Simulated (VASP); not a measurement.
All values below come from optB86b-vdW, VASP's PBE PAW potentials (set 64) (plane waves; VASP 6.6.1).

A VASP calculation is set up with these files.

### INCAR
```
# general
SYSTEM   = WSe2
PREC     = Accurate
ENCUT    = 520
LREAL    = .FALSE.
LASPH    = .TRUE.

# electronic loop
EDIFF    = 1E-6
NELM     = 100
ALGO     = Normal   # blocked Davidson
LMAXMIX  = 6   # l cut-off of mixed one-centre charges

# smearing
ISMEAR   = 0   # Gaussian
SIGMA    = 0.05   # width (eV)

# functional
GGA      = MK
LUSE_VDW = .TRUE.
AGGAC    = 0.0
PARAM1   = 0.1234
PARAM2   = 1.0

# ions
IBRION   = 2   # conjugate gradients
NSW      = 60
ISIF     = 3   # ions, shape and volume
EDIFFG   = -0.02

# output
LWAVE    = .FALSE.
LCHARG   = .FALSE.
```

KPOINTS:
```
Regular mesh
0
G
  7 7 2
```

### POSCAR
```
WSe2
1.0
  1.6504035234  -2.8585824248   0.0000000000
  1.6504035234   2.8585824248   0.0000000000
  0.0000000000   0.0000000000  13.0751022995
W Se
2 4
Direct
  0.3333330000   0.6666670000   0.2500000000
  0.6666670000   0.3333330000   0.7500000000
  0.3333330000   0.6666670000   0.8790986326
  0.6666670000   0.3333330000   0.3790986326
  0.6666670000   0.3333330000   0.1209013674
  0.3333330000   0.6666670000   0.6209013674
```

POTCAR, in this order: W_sv Se (PBE.64 set). Program: vasp_std.

The run wrote:

OUTCAR:
```
 ion  position               nearest neighbor table
   1  0.333  0.667  0.250-   4 2.55   5 2.55   4 2.55   5 2.55   4 2.55   5 2.55
   2  0.667  0.333  0.750-   3 2.55   6 2.55   3 2.55   6 2.55   3 2.55   6 2.55
   3  0.333  0.667  0.879-   2 2.55   2 2.55   2 2.55
   4  0.667  0.333  0.379-   1 2.55   1 2.55   1 2.55
   5  0.667  0.333  0.121-   1 2.55   1 2.55   1 2.55
   6  0.333  0.667  0.621-   2 2.55   2 2.55   2 2.55
  LATTYP: Found a hexagonal cell.
 ALAT       =     3.3008067604
 C/A-ratio  =     3.9611838101
 Subroutine PRICEL returns:
 Original cell was already a primitive cell.
 Subroutine GETGRP returns: Found 24 space group operations
The static configuration has the point symmetry D_3d.
 The point group associated with its full space group is D_6h.
The dynamic configuration has the point symmetry D_3d.
 Subroutine INISYM returns: Found 24 space group operations
 Subroutine IBZKPT returns following result:
 Found     16 irreducible k-points:

 Following reciprocal coordinates:
            Coordinates               Weight
  0.000000  0.000000  0.000000      1.000000
  0.142857 -0.000000  0.000000      6.000000
  0.285714  0.000000  0.000000      6.000000
  0.428571  0.000000  0.000000      6.000000
  0.142857  0.142857  0.000000      6.000000
  0.285714  0.142857  0.000000     12.000000
  0.428571  0.142857  0.000000      6.000000
  0.285714  0.285714  0.000000      6.000000
  0.000000  0.000000  0.500000      1.000000
  0.142857 -0.000000  0.500000      6.000000
  0.285714  0.000000  0.500000      6.000000
  0.428571  0.000000  0.500000      6.000000
  0.142857  0.142857  0.500000      6.000000
  0.285714  0.142857  0.500000     12.000000
  0.428571  0.142857  0.500000      6.000000
  0.285714  0.285714  0.500000      6.000000
   k-points           NKPTS =     16   k-points in BZ     NKDIM =     16   number of bands    NBANDS=     31
   number of dos      NEDOS =    301   number of ions     NIONS =      6
...
```

### OSZICAR
```
       N       E                     dE             d eps       ncg     rms          rms(c)
DAV:   1     0.527986731527E+03    0.52799E+03   -0.28117E+04  1112   0.164E+03
DAV:   2     0.126234013690E+01   -0.52672E+03   -0.51562E+03  1193   0.426E+02
DAV:   3    -0.324525976489E+02   -0.33715E+02   -0.33108E+02  1247   0.955E+01
DAV:   4    -0.333031678831E+02   -0.85057E+00   -0.84731E+00  1220   0.153E+01
DAV:   5    -0.333217598621E+02   -0.18592E-01   -0.18585E-01  1282   0.220E+00    0.288E+01
DAV:   6    -0.317886541323E+02    0.15331E+01   -0.11524E+01  1153   0.184E+01    0.103E+01
DAV:   7    -0.315609893520E+02    0.22766E+00   -0.50693E+00  1110   0.947E+00    0.571E+00
DAV:   8    -0.313763541078E+02    0.18464E+00   -0.77431E-01  1310   0.490E+00    0.122E+00
DAV:   9    -0.313787885337E+02   -0.24344E-02   -0.76452E-02  1274   0.137E+00    0.774E-01
DAV:  10    -0.313774316355E+02    0.13569E-02   -0.23770E-02  1286   0.964E-01    0.245E-01
DAV:  11    -0.313772131276E+02    0.21851E-03   -0.40058E-03  1218   0.383E-01    0.163E-01
DAV:  12    -0.313771795290E+02    0.33599E-04   -0.14479E-04  1258   0.641E-02    0.113E-01
DAV:  13    -0.313771550982E+02    0.24431E-04   -0.18818E-04  1256   0.749E-02    0.536E-03
DAV:  14    -0.313771558640E+02   -0.76577E-06   -0.71404E-06  1101   0.151E-02
   1 F= -.31377156E+02 E0= -.31377156E+02  d E =-.313772E+02
```

**OUTCAR**
```
------------------------ aborting loop because EDIFF is reached ----------------------------------------
  FORCE on cell =-STRESS in cart. coord.  units (eV):
  Direction    XX          YY          ZZ          XY          YZ          ZX
  --------------------------------------------------------------------------------------
  Total        0.0250616      0.0250616      0.0293668      0.0000000      0.0000000      0.0000000
  in kB        0.3254643      0.3254643      0.3813741      0.0000000      0.0000000      0.0000000
  external PRESSURE =       0.3441009 kB  Pullay stress =       0.0000000 kB
  volume of cell :      123.37
      direct lattice vectors                 reciprocal lattice vectors
     1.650403523 -2.858582425  0.000000000     0.302956212 -0.174911871  0.000000000
     1.650403523  2.858582425  0.000000000     0.302956212  0.174911871  0.000000000
     0.000000000  0.000000000 13.075102299     0.000000000  0.000000000  0.076481237
 POSITION                                       TOTAL-FORCE (eV/Angst)
 -----------------------------------------------------------------------------------
      1.65040      0.95286      3.26878        -0.000000     -0.000000      0.000000
      1.65040     -0.95286      9.80633         0.000000      0.000000      0.000000
      1.65040      0.95286     11.49430        -0.000000     -0.000000     -0.015761
      1.65040     -0.95286      4.95675        -0.000000      0.000000     -0.015761
      1.65040     -0.95286      1.58080         0.000000      0.000000      0.015761
      1.65040      0.95286      8.11835        -0.000000     -0.000000      0.015761
 -----------------------------------------------------------------------------------
    total drift:                               -0.000143      0.001072     -0.000034
  FREE ENERGIE OF THE ION-ELECTRON SYSTEM (eV)
  ---------------------------------------------------
  free  energy   TOTEN  =       -31.3771558640 eV

  energy  without entropy=      -31.3771558640  energy(sigma->0) =      -31.37715586

 reached required accuracy - stopping structural energy minimisation
```
(Selected blocks of OUTCAR.)

The compound is WSe2 in the 2H layered structure. It was relaxed first. The start is the result of an earlier pass.
